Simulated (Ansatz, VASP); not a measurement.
# Cross-check of SiC between VASP and Ansatz

Aim: how closely do two programs agree when they are given the same cell, functional and k mesh? The cell is taken from a series of runs on this material, whose earlier steps may have relaxed, scaled, displaced or heated it; both programs get it as it stands.

Program: Ansatz 0.2.0. Level of theory: plane waves, with VASP 6.6.1 beside it; zone-centre phonons at LDA. Results are calculated unless marked as measured.

## Step 1: Set-up

Symmetry: P6_3mc, No. 186, hexagonal system. The conventional cell has a = 3.079 Å, b = 3.079 Å, c = 10.079 Å, α = 90.00°, β = 90.00°, γ = 120.00°. Nearest to C lie 4 Si at 1.88 to 1.90 Å. Nearest to C lie 4 Si at 1.89 Å. Nearest to Si lie 4 C at 1.89 to 1.90 Å. Nearest to Si lie 4 C at 1.88 to 1.89 Å. Farther neighbours are not listed.

## Step 2: Ansatz: zone-centre phonons, LDA

Ansatz runs on its PAW soft_1 files.

Second derivatives magnify differences that forces hide, and they need a tight electronic threshold.

File input.yaml:

```yaml
crystal:
  lattice:
    - [3.0786457848, 0.0, 0.0]
    - [-1.5393228924, 2.6661854589, 0.0]
    - [0.0, 0.0, 10.0792340566]
  atoms:
    - { symbol: C, position: [0.6666666667, 0.3333333333, 0.7498002106] }
    - { symbol: C, position: [0.3333333333, 0.6666666667, 0.2498002106] }
    - { symbol: C, position: [0.0, 0.0, 0.5004514597] }
    - { symbol: C, position: [0.0, 0.0, 0.0004514597] }
    - { symbol: Si, position: [0.6666666667, 0.3333333333, 0.9378571567] }
    - { symbol: Si, position: [0.3333333333, 0.6666666667, 0.4378571567] }
    - { symbol: Si, position: [0.0, 0.0, 0.6878901729] }
    - { symbol: Si, position: [0.0, 0.0, 0.1878901729] }
kpoints:
  mp_grid: { grid: [9, 9, 4] }
hamiltonian:
  xc: lda
  pseudopotentials: { kind: paw, azcp: { folder: soft_1 }, xc_functional: pbe }
scf:
  occupations: { method: fixed }
output:
  eigenvalues: true
phonons:
  method: dfpt
  dielectric: true
  rigid_motions: translations
```

On the command line:

```
$ ansatz run input.yaml --threads 8 --pin off --max-ram 16384MiB --backend cpu --events-out ev --progress --plain --runs-dir out
```

Numbers of over 12 decimals in the logs are rounded to 6 here.

The program printed:

```text
Engine: ansatz 0.2.0, aarch64-unknown-linux-gnu
Pseudopotentials: kind: paw
Pseudopotential: C, paw, valence charge 4, recommended cutoff 420 eV (normal), soft_1/C.paw.azcp
Pseudopotential: Si, paw, valence charge 4, recommended cutoff 420 eV (normal), soft_1/Si.paw.azcp
Functional definition: SPW92
  exchange = slater_x
  correlation = pw_c
Crystal: 8 atoms, lattice volume = 82.733 Å³
Basis set: ecut = 420 eV, 1605 PW (Γ), exchange–correlation on 48×48×144 points (8 copies of the dense FFT grid, shifted against one another)
Bands: 24, of which v1, the nominal top of the filled ones, is band 16 counted from 1 (15 counted from 0)
Symmetry: 12 space group operations
k-points: 95 of 324 (irreducible under 2 space group operations, time reversal used)
Non-local potential: C, projectors of the file, l = 0: 2, l = 1: 2, l = 2: 1
Non-local potential: Si, projectors of the file, l = 0: 2, l = 1: 2, l = 2: 1
PAW form: soft (Blöchl's): semilocal exchange-correlation on the pseudo side does not see the compensation charge
PAW frozen core: C, regenerated for the run's functional, and the local potential with it (the file was generated under x = pbe(κ = 0.804, μ = 0.219515), c = pbe(β = 0.066725))
PAW frozen core: Si, regenerated for the run's functional, and the local potential with it (the file was generated under x = pbe(κ = 0.804, μ = 0.219515), c = pbe(β = 0.066725))
PAW one-centre angular grid: C, 110 points (default); XC on 64 Gauss nodes
PAW one-centre angular grid: Si, 110 points (default); XC on 64 Gauss nodes
Initial density: superposition of atomic densities (chi_scale 0.1, normalization cell, long waves kept (reshape's long-wave potential 0.00 eV rms))
Initial wavefunctions: pseudopotential atomic-orbital guess
Functional: x = slater, c = lda
SCF iter   1: F=—  HF=-3414.962398 eV  |F-HF|=—  |Δ(HF+E_count)|=         —  Δρ=1.37e-1  dr2=1.91e1  ethr=3.10e-3  ⟨swp⟩=5.0  Hψ=10619  notcnv=0  defer=500
preconditioner: auto → none  [insulator: Δε(μ)=4.147 eV  Ē_g=12.738 eV  n_scr=6 (ndim 8)  ℏωp=23.1 eV  f_vac=0.000  ε∞_Penn≈4.3]
SCF iter   2: F=—  HF=-3409.247280 eV  |F-HF|=—  |Δ(HF+E_count)|=    5.72e0  Δρ=5.04e-2  dr2=1.39e0  ethr=3.10e-3  ⟨swp⟩=4.0  Hψ=6325  notcnv=0  defer=552
SCF iter   3: F=—  HF=-3408.840581 eV  |F-HF|=—  |Δ(HF+E_count)|=   4.07e-1  Δρ=1.87e-2  dr2=1.51e-1  ethr=3.10e-3  ⟨swp⟩=2.4  Hψ=4298  notcnv=0  defer=558
SCF iter   4: F=—  HF=-3408.807282 eV  |F-HF|=—  |Δ(HF+E_count)|=   3.33e-2  Δρ=1.40e-3  dr2=9.48e-4  ethr=4.71e-4  ⟨swp⟩=2.4  Hψ=2731  notcnv=0  defer=570
SCF iter   5: F=—  HF=-3408.807570 eV  |F-HF|=—  |Δ(HF+E_count)|=   2.88e-4  Δρ=3.00e-4  dr2=1.46e-4  ethr=2.96e-6  ⟨swp⟩=2.1  Hψ=3642  notcnv=0  defer=570
SCF iter   6: F=—  HF=-3408.807535 eV  |F-HF|=—  |Δ(HF+E_count)|=   3.52e-5  Δρ=1.22e-4  dr2=1.05e-5  ethr=4.58e-7  ⟨swp⟩=2.1  Hψ=3071  notcnv=0  defer=546
SCF iter   7: F=—  HF=-3408.807535 eV  |F-HF|=—  |Δ(HF+E_count)|=   4.76e-8  Δρ=2.70e-5  dr2=6.05e-7  ethr=3.28e-8  ⟨swp⟩=2.1  Hψ=2953  notcnv=0  defer=326
SCF iter   8: F=—  HF=-3408.807536 eV  |F-HF|=—  |Δ(HF+E_count)|=   9.17e-7  Δρ=9.08e-6  dr2=1.05e-7  ethr=1.89e-9  ⟨swp⟩=2.3  Hψ=3625  notcnv=0  defer=284
SCF iter   9: F=—  HF=-3408.807536 eV  |F-HF|=—  |Δ(HF+E_count)|=   2.54e-8  Δρ=1.90e-6  dr2=2.02e-9  ethr=3.29e-10  ⟨swp⟩=2.1  Hψ=2947  notcnv=0  defer=284
SCF iter  10: F=-3408.807536 eV  HF=-3408.807536 eV  |F-HF|=1.23e-11  |Δ(HF+E_count)|=  4.08e-10  Δρ=3.77e-7  dr2=4.98e-11  ethr=1.00e-12  ⟨swp⟩=15.2  Hψ=19815  notcnv=0
SCF 1 converged in 10 iterations: F = -3408.807536 eV  dr2 = 4.98e-11
  greatest PAW one-centre occupation: 0.640 electrons in one spin orbital (limit 2), on the C atom at site 1 (counted from 0), in its partial waves of l = 0
NSCF: frozen V_eff on 4 k-points
DFPT response loops at Γ: preconditioner auto → Resta (q_TF=auto, 2.329 Å⁻¹)  ε∞=5.1 (no band partly filled); β = 1.00, the filter's whole step (`scf.mixing.beta` (0.50) is not read by the response loops at its default; to damp them type it under 1.00, their step now; it binds the ground state too); Broyden in place of MSR1
── the response to a field inside a basis, on 10×10×4 k-points: an SCF that follows is theirs, and a resumed run solves both again ──
Bands: 17, of which v1, the nominal top of the filled ones, is band 16 counted from 1 (15 counted from 0)
k-points: 60 of 400 (irreducible under 4 space group operations, time reversal used)
Initial density: handed on by an earlier stage of this run
Initial wavefunctions: pseudopotential atomic-orbital guess (no wavefunctions were taken with the density)
Eigensolver: Dense (60 Hₖ)
SCF iter   1: F=—  HF=-3408.797649 eV  |F-HF|=—  |Δ(HF+E_count)|=         —  Δρ=1.26e-4  dr2=3.14e-6  ethr=1.00e-1
preconditioner: auto → none  [insulator: Δε(μ)=2.347 eV  Ē_g=9.704 eV  n_scr=6 (ndim 8)  ℏωp=23.1 eV  f_vac=0.000  ε∞_Penn≈6.7]
SCF iter   2: F=—  HF=-3408.797649 eV  |F-HF|=—  |Δ(HF+E_count)|=   4.80e-7  Δρ=6.07e-5  dr2=6.90e-7  ethr=9.82e-9
SCF iter   3: F=-3408.797649 eV  HF=-3408.797650 eV  |F-HF|=3.89e-8  |Δ(HF+E_count)|=   2.47e-7  Δρ=4.21e-6  dr2=4.49e-8  ethr=2.15e-9
SCF 1 converged in 3 iterations: F = -3408.797649 eV  dr2 = 4.49e-8
DFPT response loops at Γ: mixed as the last ones told, above
SCF converged after 10 iterations
Free energy (F): -3408.807536 eV
Harris-Foulkes:  -3408.807536 eV  (|F-HF|=1.23e-11)
Internal energy: -3408.807536 eV  (E = F + TS)
E sigma→0 (E₀):  -3408.807536 eV
Fermi energy:    9.316977 eV
--- Per-component energies (eV) ---
  E_band       = 108.224004
  E_kinetic    = 533.103225
  E_local      = -389.930579  (includes V_loc(G=0)·N_el)
  E_nonlocal   = 188.644788
  E_hartree    = 126.928016
  E_xc         = -419.460137
  E_vxc        = -434.756776  (∫ρ·V_xc dr)
  E_paw        = -2310.213081  (= ΣΔE_a)
  E_vpaw       = -42.692840  (= ΣTr[D̂ρ^β])
  E_aug_tail   = 0.000187  (compensation charges beyond the density's cutoff)
  E_ewald      = -1138.468609
  E_core_change = 0.588653  (= ΣΔE_core)
  E_smearing   = -0.000000  (= −TS)
  E_closure    = 0.000000  (closes the sum)
  Σ components = -3408.807536   (vs F -3408.807536, Δ=0.00e0)
--- Band table (eV; the first three rows and the last of 95) ---
  k-point 0: bands = [... 12 lower, 8.7303, 9.2648, 9.3170, 9.3170, 14.3572, 14.9295, 15.5611, 15.6214, ... 4 higher]
  k-point 1: bands = [... 12 lower, 8.9018, 8.9018, 9.2611, 9.2611, 14.4102, 14.7815, 15.7491, 15.8811, ... 4 higher]
  k-point 2: bands = [... 12 lower, 9.1096, 9.1096, 9.1096, 9.1096, 14.5619, 14.5619, 16.0330, 16.0330, ... 4 higher]
  k-point 94: bands = [... 12 lower, 6.1017, 6.1017, 7.9186, 7.9186, 13.5431, 13.5431, 14.7532, 14.7532, ... 4 higher]
--- Phonons (Γ-DFPT): 8 representative perturbations + reference, on 95 of 324 k-points (Σ response iterations 25) ---
  k mesh reduced under 2 symmetry operations, with k and −k counted as one. Each operation leaves every solved perturbation unchanged. A smaller set is not considered because the run solves the response to a homogeneous field
  ASR residual: 1.608e-4 → 0.000e0 eV/Å²; symmetrization residual: 4.794e-6 eV/Å²
  ASR residual per site (eV/Å²): 1.61e-4 1.61e-4 4.62e-5 4.62e-5 2.21e-5 2.21e-5 1.33e-4 1.33e-4
  Γ frequencies (cm⁻¹): 0.00 0.00 0.00 191.58 191.58 199.05 199.05 259.21 259.21 391.78 399.60 596.25 752.64 752.64 761.84 761.84 766.66 769.87 769.87 782.00 782.00 821.23 894.77 903.93
  ε∞ (high-frequency dielectric tensor):
        7.004526    -0.000000     0.000000
       -0.000000     7.004526    -0.000000
        0.000000     0.000000     7.302263
  ε⁰ (static dielectric tensor: ions relaxed, cell fixed):
       10.365655    -0.000000    -0.000000
       -0.000000    10.365655     0.000000
       -0.000000     0.000000    11.052252
  ε⁰ − ε∞ (ionic part):
        3.361128    -0.000000    -0.000000
       -0.000000     3.361128     0.000000
       -0.000000     0.000000     3.749989
  softest optical mode at Γ: 191.58 cm⁻¹; the repairs (sum rule, projections) moved no ω² at Γ by more than (2.50 cm⁻¹)²
  Born effective charges Z* (e; rows j = field, columns β = displacement):
    site 0:
        -2.71765    0.00000   -0.00000
         0.00000   -2.71765    0.00000
        -0.00000   -0.00000   -2.75410
    site 1:
        -2.71765    0.00000    0.00000
         0.00000   -2.71765   -0.00000
        -0.00000    0.00000   -2.75410
    site 2:
        -2.67359    0.00000   -0.00000
         0.00000   -2.67359   -0.00000
        -0.00000   -0.00000   -2.82572
    site 3:
        -2.67359    0.00000    0.00000
         0.00000   -2.67359    0.00000
         0.00000   -0.00000   -2.82572
    site 4:
         2.69120   -0.00000   -0.00000
        -0.00000    2.69120    0.00000
        -0.00000    0.00000    2.65253
    site 5:
[...]
site 6:
[...]
site 7:
[...]
Z* charge neutrality: 9.577e-3 e pre-enforcement
  solved inside a basis spanned on kpoints, on 10×10×4 k-points, its susceptibility summed on 14×14×4: ε∞ is read to err by 2.7e-2, Z* by 1.6e-2 e (field_mesh: kpoints solves on kpoints); Z* is corrected for what the basis lacks
  optical modes at Γ without the LO–TO term, one row a degenerate level:
      ω (cm⁻¹)  modes    IR ((D/Å)²/amu)
[...]
optical modes at Γ + LO–TO along q̂ = [1.0000, 0.0000, 0.0000]:
      ω (cm⁻¹)  modes    IR ((D/Å)²/amu)
[...]
optical modes at Γ + LO–TO along q̂ = [0.0000, 1.0000, 0.0000]:
      ω (cm⁻¹)  modes    IR ((D/Å)²/amu)
[...]
optical modes at Γ + LO–TO along q̂ = [0.0000, 0.0000, 1.0000]:
      ω (cm⁻¹)  modes    IR ((D/Å)²/amu)
[...]
752.64      2             0.1258
        761.84      2             0.0000
        769.87      2             0.0000
        782.00      2           159.2886
        820.90      1             0.0621
        894.77      1             0.0000
        903.93      1             0.0000
        943.28      1            85.3602
```

The column dr2 measures how far the density is from self-consistency, as an energy; F and HF (Harris–Foulkes) agree once it is small.

(Part 1 of 3 ends here.)

[Lines on the potential files, build, host, timing and source positions are cut from VASP's logs without a mark.]

[Logs are printed without paths, hosts, clocks, repeated set-up lines and the standing remarks that a program may print on its own settings, such as how far it seeks lower states.]

[Hosts, paths, dates, database ids (printed as entryN), source tags and the programs' standing remarks are cut or masked in the printed files.]
